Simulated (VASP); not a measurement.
Level of theory: LDA (Ceperley-Alder, Perdew-Zunger), VASP's LDA PAW potentials (set 64) (plane waves; VASP).

A VASP calculation is set up with these files.

File POSCAR:
```
C monolayer
1
    2.4462533648     0.0000000000     0.0000000000
   -1.2231266824     2.1185170730     0.0000000000
    0.0000000000     0.0000000000    15.6333699219
C
2
Direct
  0.0000000000   0.0000000000   0.5000000000
  0.6666670000   0.3333330000   0.5000000000
```

INCAR:
```
SYSTEM = C monolayer
PREC = Normal
ENCUT = 500
EDIFF = 1E-5
NELM = 100
ALGO = Normal
LREAL = .FALSE.
LASPH = .TRUE.
ISMEAR = 1
SIGMA = 0.1
LWAVE = .TRUE.
LCHARG = .FALSE.
NELMIN = 4
IBRION = 2
ISIF = 4
NSW = 50
EDIFFG = -0.03
```

KPOINTS:
```
Automatic mesh
0
Gamma
 24 24 1
```

POTCAR, in this order: C (LDA.64 set). Program: vasp_std.

### Question
Predict the energy per atom (σ→0), band gap (on the k-mesh).

### Answer

The energy per atom (σ→0) comes out as -10.088 eV/atom. The band gap (on the k-mesh) comes out as none (metal, semimetal or under 0.01 eV).

OSZICAR:
```
...
DAV:  11    -0.201741197847E+02    0.12385E-03   -0.16062E-04  1176   0.822E-02    0.523E-02
DAV:  12    -0.201749594460E+02   -0.83966E-03   -0.29558E-04  1120   0.110E-01    0.421E-02
DAV:  13    -0.201755222131E+02   -0.56277E-03   -0.17659E-04  1384   0.683E-02    0.133E-02
DAV:  14    -0.201756515638E+02   -0.12935E-03   -0.25027E-05  1264   0.340E-02    0.163E-02
DAV:  15    -0.201757678092E+02   -0.11625E-03   -0.70760E-06  1072   0.139E-02    0.304E-03
DAV:  16    -0.201757862507E+02   -0.18442E-04   -0.49836E-07  1256   0.470E-03    0.551E-03
DAV:  17    -0.201757940221E+02   -0.77715E-05   -0.14517E-07  1128   0.269E-03
   1 F= -.20175794E+02 E0= -.20175729E+02  d E =-.201758E+02
```

The cell is a sheet with vacuum, built from C (graphite).
